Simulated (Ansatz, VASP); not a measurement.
# CaAlSiH: VASP beside Ansatz, part 2 of 2

One calculation is typed for both programs; each brings its own data sets. How far apart do they land? The cell is taken from a series of runs on this material, whose earlier steps may have relaxed, scaled, displaced or heated it; both programs get it as it stands.

VASP 6.6.1 and Ansatz 0.2.0.

So far: Set-up; VASP: dielectric response, PBEsol.

### 3. Ansatz: dielectric response, PBEsol

Level of this step: Ansatz beside VASP: Kohn-Sham DFT, plane waves, PBEsol (Ansatz).

Ansatz runs on its default PAW (the set named soft_2) files.

The same cell, functional and mesh now go to Ansatz, which takes its cutoff from its data sets.

input.yaml reads:

```yaml
crystal:
  lattice:
    - [4.1432802295, 0.0, 0.0]
    - [-2.0716401148, 3.5881859337, 0.0]
    - [0.0, 0.0, 4.698226]
  atoms:
    - { symbol: Ca, position: [0.0, 0.0, 0.999921] }
    - { symbol: Al, position: [0.6666666667, 0.3333333333, 0.457112] }
    - { symbol: Si, position: [0.3333333333, 0.6666666667, 0.565892] }
    - { symbol: H, position: [0.6666666667, 0.3333333333, 0.083775] }
kpoints:
  mp_grid: { grid: [6, 6, 6] }
hamiltonian:
  xc: pbesol
scf:
  occupations: { method: fixed }
dielectric: {}
```

The run is started by

```bash
$ ansatz run input.yaml --threads 4 --pin off --max-ram 7372MiB --backend cpu --events-out ev --progress --plain --runs-dir out
```

Numbers of over 12 decimals in the logs are rounded to 6 here.

Output:

```text
Engine: ansatz 0.2.0, aarch64-unknown-linux-gnu
Pseudopotentials: kind: paw
Pseudopotential: Ca, paw, valence charge 10, recommended cutoff 420 eV (normal), Ca.paw.azcp
Pseudopotential: Al, paw, valence charge 3, recommended cutoff 420 eV (normal), Al.paw.azcp
Pseudopotential: Si, paw, valence charge 4, recommended cutoff 420 eV (normal), Si.paw.azcp
Pseudopotential: H, paw, valence charge 1, recommended cutoff 420 eV (normal), H.paw.azcp
Functional definition: PBEsol
  exchange = pbesol_x
  correlation = pbesol_c
Crystal: 4 atoms, lattice volume = 69.848 Å³
Basis set: ecut = 420 eV, 1347 PW (Γ), exchange–correlation on 60×60×64 points (8 copies of the dense FFT grid, shifted against one another)
Bands: 13, of which v1, the nominal top of the filled ones, is band 9 counted from 1 (8 counted from 0)
Symmetry: 6 space group operations
k-points: 68 of 216 (irreducible under 2 space group operations, time reversal used)
Non-local potential: Ca, projectors of the file, l = 0: 3, l = 1: 2, l = 2: 2
Non-local potential: Al, projectors of the file, l = 0: 2, l = 1: 2, l = 2: 1
Non-local potential: Si, projectors of the file, l = 0: 2, l = 1: 2, l = 2: 2
Non-local potential: H, projectors of the file, l = 0: 2, l = 1: 1
PAW form: soft (Blöchl's): semilocal exchange-correlation on the pseudo side does not see the compensation charge
PAW frozen core: Ca, regenerated for the run's functional, and the local potential with it (the file was generated under x = pbe(κ = 0.804, μ = 0.219515), c = pbe(β = 0.066725))
PAW frozen core: Al, regenerated for the run's functional, and the local potential with it (the file was generated under x = pbe(κ = 0.804, μ = 0.219515), c = pbe(β = 0.066725))
PAW frozen core: Si, regenerated for the run's functional, and the local potential with it (the file was generated under x = pbe(κ = 0.804, μ = 0.219515), c = pbe(β = 0.066725))
PAW one-centre angular grid: Ca, 110 points (default); XC on 64 Gauss nodes
PAW one-centre angular grid: Al, 110 points (default); XC on 64 Gauss nodes
PAW one-centre angular grid: Si, 110 points (default); XC on 64 Gauss nodes
PAW one-centre angular grid: H, 110 points (default); XC on 64 Gauss nodes
Initial density: superposition of atomic densities (neutral atoms: chi_scale 0, normalization atom), corrected by the library's trained network
Initial wavefunctions: pseudopotential atomic-orbital guess
Functional: x = pbesol(κ = 0.804, μ = 0.123457), c = pbesol(β = 0.046)
SCF iter   1: F=—  HF=-2957.066933 eV  |F-HF|=—  |Δ(HF+E_count)|=         —  Δρ=5.04e-3  dr2=2.05e-2  ethr=1.77e-3  ⟨swp⟩=4.3  Hψ=4815  notcnv=0  defer=74
preconditioner: auto → none  [insulator: Δε(μ)=0.244 eV  Ē_g=6.712 eV  n_scr=8 (ndim 8)  ℏωp=14.1 eV  f_vac=0.000  ε∞_Penn≈5.4]
SCF iter   2: F=—  HF=-2957.060777 eV  |F-HF|=—  |Δ(HF+E_count)|=   6.16e-3  Δρ=1.77e-3  dr2=2.02e-3  ethr=1.14e-4  ⟨swp⟩=2.7  Hψ=1840  notcnv=0  defer=133
SCF iter   3: F=—  HF=-2957.060399 eV  |F-HF|=—  |Δ(HF+E_count)|=   3.78e-4  Δρ=3.80e-4  dr2=1.59e-4  ethr=1.12e-5  ⟨swp⟩=2.0  Hψ=1288  notcnv=0  defer=133
SCF iter   4: F=—  HF=-2957.060368 eV  |F-HF|=—  |Δ(HF+E_count)|=   3.05e-5  Δρ=1.46e-4  dr2=1.45e-5  ethr=8.84e-7  ⟨swp⟩=2.0  Hψ=1207  notcnv=0  defer=73
SCF iter   5: F=—  HF=-2957.060369 eV  |F-HF|=—  |Δ(HF+E_count)|=   3.73e-7  Δρ=3.52e-5  dr2=9.12e-7  ethr=8.05e-8  ⟨swp⟩=2.3  Hψ=1391  notcnv=0  defer=10
SCF iter   6: F=—  HF=-2957.060368 eV  |F-HF|=—  |Δ(HF+E_count)|=   4.07e-7  Δρ=7.87e-6  dr2=4.21e-8  ethr=5.07e-9  ⟨swp⟩=2.6  Hψ=1402  notcnv=0  defer=8
SCF iter   7: F=—  HF=-2957.060368 eV  |F-HF|=—  |Δ(HF+E_count)|=   1.09e-8  Δρ=3.61e-6  dr2=2.37e-8  ethr=2.34e-10  ⟨swp⟩=2.0  Hψ=1427  notcnv=0  defer=9
SCF iter   8: F=—  HF=-2957.060368 eV  |F-HF|=—  |Δ(HF+E_count)|=   8.16e-9  Δρ=9.16e-7  dr2=6.85e-10  ethr=1.32e-10  ⟨swp⟩=2.2  Hψ=1190  notcnv=0  defer=9
SCF iter   9: F=-2957.060368 eV  HF=-2957.060368 eV  |F-HF|=4.55e-13  |Δ(HF+E_count)|=  6.59e-11  Δρ=1.19e-7  dr2=6.44e-12  ethr=1.00e-12  ⟨swp⟩=5.2  Hψ=4196  notcnv=0
SCF 1 converged in 9 iterations: F = -2957.060368 eV  dr2 = 6.44e-12
  greatest PAW one-centre occupation: 0.995 electrons in one spin orbital (limit 2), on the Ca atom at site 0 (counted from 0), in its partial waves of l = 0
NSCF: frozen V_eff on 9 k-points
DFPT response loops at Γ: preconditioner auto → Resta (q_TF=auto, 2.176 Å⁻¹)  ε∞=14.3 (no band partly filled); β = 1.00, the filter's whole step (`scf.mixing.beta` (0.50) is not read by the response loops at its default; to damp them type it under 1.00, their step now; it binds the ground state too); Broyden in place of MSR1
── the response to a field inside a basis, on 10×10×8 k-points: an SCF that follows is theirs, and a resumed run solves both again ──
Bands: 10, of which v1, the nominal top of the filled ones, is band 9 counted from 1 (8 counted from 0)
k-points: 220 of 800 (irreducible under 2 space group operations, time reversal used)
Initial density: handed on by an earlier stage of this run
Initial wavefunctions: pseudopotential atomic-orbital guess (no wavefunctions were taken with the density)
Eigensolver: Dense (220 Hₖ)
SCF iter   1: F=—  HF=-2957.069098 eV  |F-HF|=—  |Δ(HF+E_count)|=         —  Δρ=2.78e-4  dr2=6.04e-5  ethr=1.00e-1
preconditioner: auto → none  [insulator: Δε(μ)=0.381 eV  Ē_g=5.644 eV  n_scr=8 (ndim 8)  ℏωp=14.1 eV  f_vac=0.000  ε∞_Penn≈7.2]
SCF iter   2: F=—  HF=-2957.069086 eV  |F-HF|=—  |Δ(HF+E_count)|=   1.24e-5  Δρ=1.08e-4  dr2=7.27e-6  ethr=3.36e-7
SCF iter   3: F=—  HF=-2957.069085 eV  |F-HF|=—  |Δ(HF+E_count)|=   8.50e-7  Δρ=4.65e-5  dr2=1.25e-6  ethr=4.04e-8
SCF iter   4: F=-2957.069085 eV  HF=-2957.069085 eV  |F-HF|=9.80e-10  |Δ(HF+E_count)|=   9.16e-8  Δρ=5.26e-6  dr2=1.29e-8  ethr=6.95e-9
SCF 1 converged in 4 iterations: F = -2957.069085 eV  dr2 = 1.29e-8
DFPT response loops at Γ: preconditioner auto → Resta (q_TF=auto, 2.176 Å⁻¹)  ε∞=12.6 (no band partly filled); β = 1.00, the filter's whole step (`scf.mixing.beta` (0.50) is not read by the response loops at its default; to damp them type it under 1.00, their step now; it binds the ground state too); Broyden in place of MSR1
SCF converged after 9 iterations
Free energy (F): -2957.060368 eV
Harris-Foulkes:  -2957.060368 eV  (|F-HF|=4.55e-13)
Internal energy: -2957.060368 eV  (E = F + TS)
E sigma→0 (E₀):  -2957.060368 eV
Fermi energy:    6.810248 eV
--- Per-component energies (eV) ---
  E_band       = -134.899837
  E_kinetic    = 353.661340
  E_local      = -829.891973  (includes V_loc(G=0)·N_el)
  E_nonlocal   = 102.490676
  E_hartree    = 284.005212
  E_xc         = -238.541585
  E_vxc        = -257.572114  (∫ρ·V_xc dr)
  E_paw        = -1791.063987  (= ΣΔE_a)
  E_vpaw       = -71.597040  (= ΣTr[D̂ρ^β])
  E_aug_tail   = -0.001162  (compensation charges beyond the density's cutoff)
  E_ewald      = -837.888383
  E_core_change = 0.169494  (= ΣΔE_core)
  E_smearing   = -0.000000  (= −TS)
  E_closure    = -0.000000  (closes the sum)
  Σ components = -2957.060368   (vs F -2957.060368, Δ=0.00e0)
--- Band table (eV; the first three rows and the last of 68) ---
  k-point 0: bands = [... 5 lower, 2.2526, 4.8642, 5.8794, 5.8794, 8.2791, 9.3431, 9.3431, 10.1974]
  k-point 1: bands = [... 5 lower, 1.6469, 5.4451, 5.9752, 5.9752, 8.4824, 8.8259, 8.8259, 10.1095]
  k-point 2: bands = [... 5 lower, 0.7013, 6.2023, 6.2023, 6.3514, 8.3360, 8.3360, 8.9231, 9.3614]
  k-point 67: bands = [... 5 lower, 0.5579, 3.1467, 3.9449, 5.5922, 8.3532, 8.9673, 9.4193, 10.3721]
--- Dielectric response (ions clamped): 3 representative field directions + reference, inside a basis on a mesh of 800 k-points (Σ response iterations 12) ---
  ε∞ (high-frequency dielectric tensor):
       15.360734     0.000000     0.000000
        0.000000    15.360734    -0.000000
        0.000000    -0.000000    13.533889
  Born effective charges Z* (e; rows j = field, columns β = displacement):
    site 0:
         2.22189    0.00000    0.00000
         0.00000    2.22189   -0.00000
         0.00000   -0.00000    2.49591
    site 1:
         2.13659   -0.00000    0.00000
         0.00000    2.13659   -0.00000
         0.00000   -0.00000    1.39581
    site 2:
        -2.94471   -0.00000   -0.00000
        -0.00000   -2.94471    0.00000
        -0.00000    0.00000   -2.22954
    site 3:
        -1.41378    0.00000   -0.00000
         0.00000   -1.41378    0.00000
        -0.00000    0.00000   -1.66218
  Z* charge neutrality: 8.775e-3 e pre-enforcement
  solved inside a basis spanned on kpoints, on 10×10×8 k-points, its susceptibility summed on 12×12×10: ε∞ is read to err by 1.0e-1, Z* by 3.0e-2 e (field_mesh: kpoints solves on kpoints); Z* is corrected for what the basis lacks
```

The column dr2 measures how far the density is from self-consistency, as an energy; F and HF (Harris–Foulkes) agree once it is small.

### 4. Comparison

Known differences besides the potentials themselves: fixed occupations in Ansatz, narrow Gaussian smearing in VASP; VASP's response is taken on the typed mesh, Ansatz refines its own for the field response alone; the cutoff is 420 eV in Ansatz and 400 eV in VASP; Ansatz makes its cores anew for this functional, VASP keeps those of its PBE data sets. Total energies have different zeros and are not compared.

Compared:

| quantity | Ansatz | VASP | difference |
| --- | --- | --- | --- |
| ε∞ xx | 15.36 | 17.57 | -12.58 % |
| ε∞ yy | 15.36 | 17.57 | -12.58 % |
| ε∞ zz | 13.53 | 13.60 | -0.46 % |

### 5. Outcome

```json
{
  "difference in ε∞ xx (dielectric response, PBEsol)": "-13 %"
}
```

**Reading.** The difference in ε∞ xx is -13 % (dielectric response, PBEsol), beyond the 5 % picked in this series as the mark of a large difference. What causes the difference of the dielectric response, PBEsol pair stays open here. How closely two codes agree says nothing of how well the functional describes the real material.

[Lines on the potential files, build, host, timing and source positions are cut from VASP's logs without a mark.]

[Logs are printed without paths, hosts, clocks, repeated set-up lines and the standing remarks that a program may print on its own settings, such as how far it seeks lower states.]

[Hosts, paths, dates, database ids (printed as entryN), source tags and the programs' standing remarks are cut or masked in the printed files.]
